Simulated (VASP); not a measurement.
The system is B2C.

```
B C
1.0
     2.81973    0.00000    0.00000
    -1.40987    2.44196    0.00000
     0.00000    0.00000    3.96768
B C
2 1
Direct
  0.33333 0.66667 0.50000
  0.66667 0.33333 0.50000
  0.00000 0.00000 0.00000
```

The cell was built by a generator and needn't be a form met in nature.

- Program: VASP 6.6.1
- Task: relaxation of cell and atoms
- Functional: PBE
- Potentials or basis: VASP PAW PBE potentials, release 64 (B, C)
- Cutoff: 520 eV
- k mesh: 8 × 8 × 5
- Occupations: gaussian, width 0.15 eV
- Spin: no spin polarisation

At the start: pressure 2.0 GPa; volume 9.11 Å³/atom.

Problem. Where does the relaxation end?

Solution. Over 10 steps the energy falls by 418.7 meV/atom and the volume is 7.18 Å³/atom (-21.1 %); space group P6/mmm (No. 191, to 0.05 Å).

The path:
```
step  energy change (eV)  largest force (eV/Å)  pressure (GPa)  volume (Å³)
   1              0.0000                0.0000            1.97        27.32
   2             -0.4565                0.0000          -12.07        27.65
   3             -0.7168                0.0000          -22.77        27.75
   4             -0.9104                0.0000          -21.84        26.26
   5             -0.9973                0.0000          -21.11        25.05
   6             -0.9560                0.0000          -13.99        22.62
   7             -1.0125                0.0000          -19.65        24.25
   8             -1.2060                0.0000           -9.90        22.70
   9             -1.2543                0.0000           -1.69        21.77
  10             -1.2562                0.0000            0.26        21.55
```

Final structure:
```
CELL_PARAMETERS angstrom
2.91977 0.00000 0.00000
-1.45989 2.52860 0.00000
0.00000 0.00000 2.91873
ATOMIC_POSITIONS crystal
B 0.33333 0.66667 0.50000
B 0.66667 0.33333 0.50000
C 0.00000 0.00000 0.00000
```

Caveat: the volume moved by over 15 % at a fixed basis, so the end points are rough.
